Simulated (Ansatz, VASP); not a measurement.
# Na: VASP beside Ansatz

Aim: how closely do two programs agree when they are given the same cell, functional and k mesh? Of the first pair: The structure shown is the start of the Ansatz relaxation below; VASP solves that cell, so the two are compared at the walk's first step.

Main program and level: Ansatz 0.2.0; plane waves, with VASP 6.6.1 beside it; PBEsol.

## Step 1: Starting point

The cell holds 10 atoms: 10 Na. Its edges and angles: a = 3.899 Å, b = 6.100 Å, c = 49.101 Å, α = 90.0°, β = 90.0°, γ = 90.0°. It derives from Na. Vacuum lies along c. The height across the vacuum is the one that the program set for its solve, not the one typed.

Coordinates:

```cif
data_structure
_symmetry_space_group_name_H-M 'P 1'
_symmetry_Int_Tables_number 1
_cell_length_a 3.8991
_cell_length_b 6.0996
_cell_length_c 49.1014
_cell_angle_alpha 90.000
_cell_angle_beta 90.000
_cell_angle_gamma 90.000
_cell_volume 1167.77
loop_
_atom_site_label
_atom_site_type_symbol
_atom_site_fract_x
_atom_site_fract_y
_atom_site_fract_z
_atom_site_occupancy
Na1 Na 0.00000 0.00000 0.13760 1
Na2 Na 0.50000 0.50000 0.12539 1
Na3 Na 0.00000 0.50000 0.18622 1
Na4 Na 0.50000 0.00000 0.19926 1
Na5 Na 0.00000 0.00000 0.26064 1
Na6 Na 0.50000 0.50000 0.24779 1
Na7 Na 0.00000 0.50000 0.30917 1
Na8 Na 0.50000 0.00000 0.32220 1
Na9 Na 0.00000 0.00000 0.38303 1
Na10 Na 0.50000 0.50000 0.37082 1
```

## Step 2: Ansatz: relaxation, PBEsol

Ansatz runs on its PAW soft_1 files.

The two programs are compared at the cell with which this relaxation starts, whose forces are those of its first step.

input.yaml reads:

```yaml
crystal:
  lattice:
    - [3.8990513916, 0.0, 0.0]
    - [0.0, 6.0996412903, 0.0]
    - [0.0, 0.0, 47.728533196]
  atoms:
    - { symbol: Na, position: [0.0, 0.0, 0.1415622085] }
    - { symbol: Na, position: [0.5, 0.5, 0.1289958953] }
    - { symbol: Na, position: [0.0, 0.5, 0.1915785789] }
    - { symbol: Na, position: [0.5, 0.0, 0.2049877486] }
    - { symbol: Na, position: [0.0, 0.0, 0.2681344626] }
    - { symbol: Na, position: [0.5, 0.5, 0.2549122] }
    - { symbol: Na, position: [0.0, 0.5, 0.318058914] }
    - { symbol: Na, position: [0.5, 0.0, 0.3314680837] }
    - { symbol: Na, position: [0.0, 0.0, 0.3940507673] }
    - { symbol: Na, position: [0.5, 0.5, 0.3814844541] }
  periodic: [true, true, false]
kpoints:
  mp_grid: { grid: [10, 6, 1] }
hamiltonian:
  xc: pbesol
  pseudopotentials: { kind: paw, azcp: { folder: soft_1 }, xc_functional: pbe }
scf:
  occupations: { method: methfessel_paxton, width: 0.2 }
output:
  forces: true
  stress: true
  eigenvalues: true
relax:
  adjacent_minimum: "off"
  f_tol: 0.002
  max_steps: 120
  cell: { stress_2d_tol: 0.005 }
```

The run is started by

```console
$ ansatz run input.yaml --threads 4 --pin off --max-ram 16384MiB --backend cpu --events-out ev --progress --plain --runs-dir out
```

Numbers of over 12 decimals in the logs are rounded to 6 here.

Log:

```text
Warning: crystal.periodic: the lattice vector that does not repeat stood 0.000° off the slab's normal, 47.729 Å along it as the deck builds it. The run solves the slab on a vector along the normal, 49.101 Å long, with every atom where it was (on the deck's vector they left 35.08 Å outside them, and the widest stretch free of ions among them is 2.39 Å). A fractional position that the run reports is one of the run's ce [...]
crystal.periodic: the lattice vector that does not repeat stood 0.000° off the slab's normal, 47.729 Å along it as the deck builds it. The run solves the slab on a vector along the normal, 49.101 Å long, with every atom where it was (on the deck's vector they left 35.08 Å outside them, and the widest stretch free of ions among them is 2.39 Å). A fractional position that the run reports is one of the run's cell, which [...]
Engine: ansatz 0.2.0, aarch64-unknown-linux-gnu
Pseudopotentials: kind: paw
Pseudopotential: Na, paw, valence charge 9, recommended cutoff 420 eV (normal), soft_1/Na.paw.azcp
Functional definition: PBEsol
  exchange = pbesol_x
  correlation = pbesol_c
Crystal: 10 atoms, lattice volume = 1167.769 Å³
Basis set: ecut = 420 eV, 22869 PW (Γ), exchange–correlation on 54×90×720 points (8 copies of the dense FFT grid, shifted against one another)
Bands: 55, of which v1, the nominal top of the filled ones, is band 45 counted from 1 (44 counted from 0)
Symmetry: 8 space group operations
Space group: Pmmn (ITA 59), of the structure as read, at distance tolerance 1.1e-4 Å
k-points: 24 of 60
Non-local potential: Na, projectors of the file, l = 0: 3, l = 1: 2, l = 2: 1
PAW form: soft (Blöchl's): semilocal exchange-correlation on the pseudo side does not see the compensation charge
PAW frozen core: Na, regenerated for the run's functional, and the local potential with it (the file was generated under x = pbe(κ = 0.804, μ = 0.219515), c = pbe(β = 0.066725))
PAW one-centre angular grid: Na, 110 points (default); XC on 64 Gauss nodes
Initial density: superposition of atomic densities (neutral atoms: chi_scale 0, normalization atom)
Initial wavefunctions: pseudopotential atomic-orbital guess
Functional: x = pbesol(κ = 0.804, μ = 0.123457), c = pbesol(β = 0.046)
[...]
Basis set: ecut = 420 eV, 21273 PW (Γ), exchange–correlation on 50×90×720 points (8 copies of the dense FFT grid, shifted against one another)
Initial wavefunctions: pseudopotential atomic-orbital guess (no wavefunctions were taken with the density)
iter 1 solved again at ethr=4.52e-6 eV; its pass at ethr=3.10e-3 eV (dr2=4.07e-3 eV) is discarded
SCF iter   1: F=—  HF=-14758.036080 eV  |F-HF|=—  |Δ(HF+E_count)|=         —  Δρ=1.31e-5  dr2=2.75e-7  ethr=4.52e-6  ⟨swp⟩=4.3  Hψ=10046  notcnv=0  defer=1
eigensolver tolerance schedule: the retry pair's looser diagonalisation over-reported the residual by 14827.62 of it (diagonalisation noise at an unbounded share of the residual, at the tolerance the schedule requests for it); recorded, not acted on — ethr = c·dr2/N_el stays at c = 1.0e-1
SCF iter   2: F=—  HF=-14758.035946 eV  |F-HF|=—  |Δ(HF+E_count)|=   1.35e-4  S|Δr|=    0.00e0  Δρ=3.29e-6  dr2=8.64e-8  ethr=3.05e-10  ⟨swp⟩=4.2  Hψ=3666  notcnv=0  defer=1
SCF iter   3: F=—  HF=-14758.035946 eV  |F-HF|=—  |Δ(HF+E_count)|=   2.89e-8  S|Δr|=    0.00e0  Δρ=9.32e-7  dr2=3.70e-9  ethr=9.60e-11  ⟨swp⟩=2.0  Hψ=2325  notcnv=0  defer=1
SCF iter   4: F=—  HF=-14758.035946 eV  |F-HF|=—  |Δ(HF+E_count)|=   1.19e-9  S|Δr|=    0.00e0  Δρ=3.50e-7  dr2=8.96e-10  ethr=4.11e-12  ⟨swp⟩=2.1  Hψ=2418  notcnv=0  defer=1
SCF iter   5: F=—  HF=-14758.035946 eV  |F-HF|=—  |Δ(HF+E_count)|=  1.00e-10  S|Δr|=    0.00e0  Δρ=5.54e-8  dr2=5.79e-11  ethr=9.96e-13 (applied; sched 1.00e-12)  ⟨swp⟩=2.0  Hψ=2378  notcnv=0  defer=1
SCF iter   6: F=—  HF=-14758.035946 eV  |F-HF|=—  |Δ(HF+E_count)|=  2.18e-10  S|Δr|=    0.00e0  Δρ=1.97e-8  dr2=7.25e-12  ethr=6.43e-14 (applied; sched 1.00e-12)  ⟨swp⟩=2.0  Hψ=1438  notcnv=0  defer=2
SCF iter   7: F=—  HF=-14758.035946 eV  |F-HF|=—  |Δ(HF+E_count)|=  1.42e-10  S|Δr|=    0.00e0  Δρ=6.87e-9  dr2=4.33e-13  ethr=8.06e-15 (applied; sched 1.00e-12)  ⟨swp⟩=2.1  Hψ=2439  notcnv=0  defer=3
SCF iter   8: F=-14758.035946 eV  HF=-14758.035946 eV  |F-HF|=5.82e-11  |Δ(HF+E_count)|=  1.02e-10  S|Δr|=    0.00e0  Δρ=1.91e-9  dr2=3.50e-14  ethr=1.00e-12  ⟨swp⟩=11.1  Hψ=5325  notcnv=0
SCF 12 converged in 8 iterations: F = -14758.035946 eV  dr2 = 3.50e-14
relax step  12: F+E_penalty+E_count = -14758.03594561 eV  Δ(F+E_penalty+E_count) = +2.437e-4 eV  max|allowed force component| = 1.192e-4 eV/Å  Δτ_max = 0.0000 Å  P = +0.000 N/m  Ω = 1092.864 Å³  fix = [c, alpha, beta]  reactions: c +0.000 N/m  stress off target by 9.60e-4 N/m on what of the cell is left free  SCF on the basis re-selected at this cell (its energy is not comparable with the rows above)  (8 SCF iters)
basis re-selected at this cell: Δ(F+E_penalty+E_count) = +2.437e-4 eV, ΔP = +0.000 N/m vs the last step (what re-selecting the basis moved, of the pressure what is left beyond the Pulay correction that the steps carried, after the strain that the cell walked since its last selection, with what the two solves' SCF thresholds leave and, on support functions, any second-order correction that the steps lacked; it is no measure of the basis error at this ecutwfc). The dense FFT grid was sized anew with the basis: this SCF ran on 25×45×360 points, the steps before it on 27×45×360, so part of this shift can come from that change (see relax.cell in the input reference). [rest of the remark cut]
SCF converged after 8 iterations
Stability not checked: this state was not tested for a lower state beside it, because cold or Methfessel-Paxton smearing, or corrected tetrahedra, fill the levels in a way that the test cannot read (fill_not_monotonic; see scf.lower_state_search)
Free energy (F): -14758.035946 eV
Harris-Foulkes:  -14758.035946 eV  (|F-HF|=5.82e-11)
Internal energy: -14758.026094 eV  (E = F + TS)
E sigma→0 (E₀):  -14758.033483 eV
Entropy (-TS):   -0.009851 eV (-0.985 meV/atom)
Fermi energy:    -2.854913 eV
--- Per-component energies (eV) ---
  E_band       = -2813.372635
  E_kinetic    = 1129.499037
  E_local      = -244918.222702  (includes V_loc(G=0)·N_el)
  E_nonlocal   = 2786.383693
  E_hartree    = 119815.040451
  E_xc         = -355.938344
  E_vxc        = -460.187880  (∫ρ·V_xc dr)
  E_paw        = -2836.744698  (= ΣΔE_a)
  E_vpaw       = -980.925772  (= ΣTr[D̂ρ^β])
  E_aug_tail   = 0.000124  (compensation charges beyond the density's cutoff)
  E_ewald      = 109621.409407
  E_core_change = 0.546938  (= ΣΔE_core)
  E_smearing   = -0.009851  (= −TS)
  E_closure    = -0.000000  (closes the sum)
  Σ components = -14758.035946   (vs F -14758.035946, Δ=0.00e0)
--- Forces (eV/Å), atoms counted from 1 ---
  atom   1  Na    -0.00000000    -0.00000000     0.00004668
  atom   2  Na    -0.00000000     0.00000000    -0.00008466
  atom   3  Na     0.00000000    -0.00000000     0.00011924
  atom   4  Na    -0.00000000     0.00000000    -0.00004890
  atom   5  Na    -0.00000000    -0.00000000     0.00009928
  atom   6  Na    -0.00000000     0.00000000    -0.00009928
  atom   7  Na    -0.00000000    -0.00000000     0.00004890
  atom   8  Na     0.00000000     0.00000000    -0.00011924
  atom   9  Na    -0.00000000    -0.00000000     0.00008466
  atom  10  Na    -0.00000000     0.00000000    -0.00004668
  max |Σ_I F_I| component: 7.57e-28 eV/Å
--- 2D stress c σ (N/m, compression-positive) ---
        0.000011      -0.000000      -0.000000
       -0.000000       0.000960       0.000000
       -0.000000       0.000000       0.000000
  P = ½ c Tr σ = 0.0005 N/m
--- Band table (eV; the first three rows and the last of 24) ---
  k-point 0: bands = [... 41 lower, -5.7187, -5.1544, -4.3859, -3.4690, -2.5454, -2.1008, -1.8181 (-1.8181°), -1.6082 (-1.6082°), ... 6 higher]
  k-point 1: bands = [... 41 lower, -5.5997, -5.0368, -4.2706, -3.3592, -3.1252, -2.8128, -2.4506, -2.2568, ... 6 higher]
  k-point 2: bands = [... 41 lower, -5.2447, -4.6872, -4.1581, -3.9236, -3.8422, -3.2809, -3.0181, -2.5140, ... 6 higher]
  k-point 23: bands = [... 41 lower, -2.3025, -2.2948, -2.2948, -2.0334, -2.0334, -2.0014, -2.0014, -1.6835, ... 6 higher]
  ° read free of the cell's end (the report's vacuum.weakly_bound_levels)
--- Relaxed structure (11 steps of the walk, 11 accepted, 1 SCFs on fresh bases) ---
  F+E_penalty+E_count = -14758.03594561 eV   max|allowed force component| = 1.192e-4 eV/Å   (the final SCF, on the basis selected at the relaxed cell)
  cell:  # Å, volume = 1092.8639 Å³
    - [3.714722, 0, 0]
    - [0, 5.991647, 0]
    - [0, 0, 49.101361]
  atoms:
    - { symbol: Na, position: [0, -1.6728467103378382e-18, 0.133861] }
    - { symbol: Na, position: [0.500000, 0.500000, 0.111980] }
    - { symbol: Na, position: [0, 0.500000, 0.176585] }
    - { symbol: Na, position: [0.500000, 2.7428558883340593e-19, 0.199870] }
    - { symbol: Na, position: [0, 2.2698393113559254e-18, 0.265717] }
    - { symbol: Na, position: [0.500000, 0.500000, 0.242706] }
    - { symbol: Na, position: [0, 0.500000, 0.308552] }
    - { symbol: Na, position: [0.500000, 4.306489587427328e-18, 0.331838] }
    - { symbol: Na, position: [0, 5.992229611288213e-18, 0.396443] }
    - { symbol: Na, position: [0.500000, 0.500000, 0.374562] }
```

(Part 1 of 2 ends here.)

[Lines on the potential files, build, host, timing and source positions are cut from VASP's logs without a mark.]

[Logs are printed without paths, hosts, clocks, repeated set-up lines and the standing remarks that a program may print on its own settings, such as how far it seeks lower states.]

[Hosts, paths, dates, database ids (printed as entryN), source tags and the programs' standing remarks are cut or masked in the printed files.]
